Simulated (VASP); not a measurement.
Given:

```
BP
1.0
    0.00000     2.24484     2.24484
    2.24484     0.00000     2.24484
    2.24484     2.24484     0.00000
B P
1 1
Direct
  0.00000   0.00000   0.00000
  0.25000   0.25000   0.25000
```

These are LDA (Ceperley-Alder, Perdew-Zunger), VASP's LDA PAW potentials (set 64) (plane waves; VASP) values and carry that method's errors. Settings: 520 eV cut-off, 18×18×18 Γ-centred mesh, Gaussian smearing of 0.010 eV, potentials B P.

### Question
Predict the energy per atom (σ→0).

### Answer

```json
{
  "energy per atom (σ→0)": "-7.200 eV/atom"
}
```

Total energies compare only between runs with the same potentials, cut-off and functional.

The compound is BP in the zinc blende structure. It was relaxed first.
